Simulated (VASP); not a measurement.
Calculation: PBE GGA, VASP's PBE PAW potentials (set 64) (plane waves; VASP).

VASP ran on this input.

INCAR:
```
SYSTEM=CsSnI3
PREC=Accurate; ENCUT=300; LREAL=Auto
LASPH=.TRUE.
EDIFF=1E-6; NELM=100; ALGO=Normal
LMAXMIX=4
ISMEAR=0; SIGMA=0.01
GGA=PE
ISIF=2
LWAVE=.FALSE.; LCHARG=.FALSE.
```

### KPOINTS
```
Automatic mesh
0
gamma
 2 3 1
0 0 0
```

File POSCAR:
```
CsSnI3
10.4916930
  1.0000000000   0.0000000000   0.0000000000
  0.0000000000   0.4513039030   0.0000000000
  0.0000000000   0.0000000000   1.6951462457
Cs Sn I
4 4 12
Cartesian
  0.5841500000   0.1128259758   0.2880053471
  0.4158500000   0.3384779273   1.4071408986
  0.9158500000   0.3384779273   1.1355784700
  0.0841500000   0.1128259758   0.5595677757
  0.8413600000   0.1128259758   1.5902166931
  0.1586400000   0.3384779273   0.1049295526
  0.6586400000   0.3384779273   0.7426435702
  0.3413600000   0.1128259758   0.9525026755
  0.5268500000   0.3384779273   1.0435320289
  0.4731500000   0.1128259758   0.6516142168
  0.9731500000   0.1128259758   0.1959589060
  0.0268500000   0.3384779273   1.4991873397
  0.7940100000   0.3384779273   0.4938978101
  0.2059900000   0.1128259758   1.2012484356
  0.7059900000   0.1128259758   1.3414709330
  0.2940100000   0.3384779273   0.3536753127
  0.6661100000   0.3384779273   1.6928238953
  0.3338900000   0.1128259758   0.0023223504
  0.8338900000   0.1128259758   0.8452507725
  0.1661100000   0.3384779273   0.8498954732
```

POTCAR, in this order: Cs_sv Sn_d I (PBE.64 set). Program: vasp_std.

The resulting files:

### OSZICAR
```
       N       E                     dE             d eps       ncg     rms          rms(c)
DAV:   1     0.126983454852E+04    0.12698E+04   -0.53761E+04   928   0.104E+03
DAV:   2     0.117360640574E+03   -0.11525E+04   -0.11107E+04   985   0.266E+02
DAV:   3    -0.488718978377E+02   -0.16623E+03   -0.16455E+03  1007   0.125E+02
DAV:   4    -0.569646929654E+02   -0.80928E+01   -0.80544E+01   952   0.322E+01
DAV:   5    -0.572762100397E+02   -0.31152E+00   -0.31122E+00  1080   0.606E+00    0.798E+00
DAV:   6    -0.561638290879E+02    0.11124E+01   -0.15302E+00  1056   0.385E+00    0.562E+00
DAV:   7    -0.561368250778E+02    0.27004E-01   -0.15293E+00  1016   0.280E+00    0.211E+00
DAV:   8    -0.561370227698E+02   -0.19769E-03   -0.25030E-01   944   0.153E+00    0.129E+00
DAV:   9    -0.561404377199E+02   -0.34150E-02   -0.15850E-02   960   0.424E-01    0.688E-01
DAV:  10    -0.561424198594E+02   -0.19821E-02   -0.80116E-03   992   0.234E-01    0.115E-01
DAV:  11    -0.561427521351E+02   -0.33228E-03   -0.71853E-04  1024   0.787E-02    0.977E-02
DAV:  12    -0.561429266890E+02   -0.17455E-03   -0.19417E-04   976   0.384E-02    0.489E-02
DAV:  13    -0.561430443012E+02   -0.11761E-03   -0.17649E-04   928   0.301E-02    0.404E-02
DAV:  14    -0.561430609792E+02   -0.16678E-04   -0.25059E-05   872   0.143E-02    0.184E-02
DAV:  15    -0.561430620376E+02   -0.10583E-05   -0.10376E-05   840   0.697E-03    0.714E-03
DAV:  16    -0.561430622426E+02   -0.20505E-06   -0.14873E-06   616   0.343E-03
   1 F= -.56143062E+02 E0= -.56143062E+02  d E =-.933219E-12
```

File OUTCAR:
```
------------------------ aborting loop because EDIFF is reached ----------------------------------------
  FORCE on cell =-STRESS in cart. coord.  units (eV):
  Direction    XX          YY          ZZ          XY          YZ          ZX
  --------------------------------------------------------------------------------------
  Total        5.5924590      5.4018566      5.5475538     -0.0000000      0.0000000      0.0000000
  in kB       10.1414583      9.7958168     10.0600264     -0.0000000      0.0000000      0.0000000
  external PRESSURE =       9.9991005 kB  Pullay stress =       0.0000000 kB
  volume of cell :      883.51
      direct lattice vectors                 reciprocal lattice vectors
    10.491693000  0.000000000  0.000000000     0.095313502  0.000000000  0.000000000
     0.000000000  4.734942000  0.000000000     0.000000000  0.211195829  0.000000000
     0.000000000  0.000000000 17.784954000     0.000000000  0.000000000  0.056227303
 POSITION                                       TOTAL-FORCE (eV/Angst)
 -----------------------------------------------------------------------------------
      6.12872      1.18374      3.02166         0.001428      0.000000     -0.002004
      4.36297      3.55121     14.76329        -0.001428      0.000000      0.002004
      9.60882      3.55121     11.91414        -0.001428     -0.000000     -0.002004
      0.88288      1.18374      5.87081         0.001428      0.000000      0.002004
      8.82729      1.18374     16.68407         0.100855      0.000000      0.131748
      1.66440      3.55121      1.10089        -0.100855     -0.000000     -0.131748
      6.91025      3.55121      7.79159        -0.100855     -0.000000      0.131748
      3.58144      1.18374      9.99337         0.100855      0.000000     -0.131748
      5.52755      3.55121     10.94842         0.100636     -0.000000      0.035973
      4.96414      1.18374      6.83654        -0.100636     -0.000000     -0.035973
     10.20999      1.18374      2.05594        -0.100636     -0.000000      0.035973
      0.28170      3.55121     15.72901         0.100636     -0.000000     -0.035973
      8.33051      3.55121      5.18182         0.087078     -0.000000     -0.152848
      2.16118      1.18374     12.60313        -0.087078     -0.000000      0.152848
      7.40703      1.18374     14.07430        -0.087078      0.000000     -0.152848
      3.08466      3.55121      3.71065         0.087078      0.000000      0.152848
      6.98862      3.55121     17.76059        -0.105399     -0.000000      0.074798
      3.50307      1.18374      0.02437         0.105399      0.000000     -0.074798
      8.74892      1.18374      8.86811         0.105399      0.000000      0.074798
      1.74278      3.55121      8.91684        -0.105399      0.000000     -0.074798
 -----------------------------------------------------------------------------------
    total drift:                                0.000000      0.000000     -0.000000
  FREE ENERGIE OF THE ION-ELECTRON SYSTEM (eV)
  ---------------------------------------------------
  free  energy   TOTEN  =       -56.1430622426 eV

  energy  without entropy=      -56.1430622426  energy(sigma->0) =      -56.14306224
```
(Selected blocks of OUTCAR.)

At this cut-off the stress carries a Pulay error, which pulls relaxed volumes low.

The structure comes from a computed database's CsSnI3 entry; how it stands against other phases isn't given here. The cell was not relaxed at this level. The k-mesh is coarse (spacing up to 0.44 per Å, 2π included), so the numbers may not be converged in it.
